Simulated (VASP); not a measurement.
Input:

```
CELL_PARAMETERS angstrom
      5.61547     0.00000     0.00000
      0.00000     3.80146     0.00000
      0.00000     0.00000     5.78901
ATOMIC_POSITIONS crystal
  La 0.75000 0.00000 0.79310
  La 0.25000 0.00000 0.20690
  Mg 0.25000 0.50000 0.69324
  Mg 0.75000 0.50000 0.30676
```

Method: LDA (Ceperley-Alder, Perdew-Zunger), VASP's LDA PAW potentials (set 64) (plane waves; VASP). Run with 300 eV cut-off, 5×8×5 Γ-centred mesh, Gaussian smearing of 0.050 eV, potentials La Mg.

**Question.** Give the energies of bands 9 to 16 at the high-symmetry points, in eV from the Fermi level.

**Answer.** 
```
band      Γ      X      S      Y      Z      U      R      T
----  -----  -----  -----  -----  -----  -----  -----  -----
9     -4.85  -3.45  -2.25  -2.23  -3.64  -2.66  -2.85  -2.65
10    -2.93  -3.45  -2.25  -2.13  -3.26  -2.66  -2.85  -1.77
11    -0.74  -0.82  -0.89  -1.56  -0.90  -1.87  -0.33  -0.95
12    -0.65  -0.82  -0.89  -1.40  -0.70  -1.87  -0.33  -0.92
13    -0.29   0.19  -0.85  -1.31  -0.26   0.14   0.46  -0.79
14     0.38   0.19  -0.85  -0.08   0.40   0.14   0.46  -0.50
15     0.70   0.65   0.90   0.28   0.44   0.79   0.68   0.74
16     1.41   0.65   0.90   0.95   0.87   0.79   0.68   1.13
```

It has no gap at this level: it comes out as a metal or semimetal.

The structure comes from a computed database's LaMg entry (Pmma); how it stands against other phases isn't given here. The cell was not relaxed at this level.
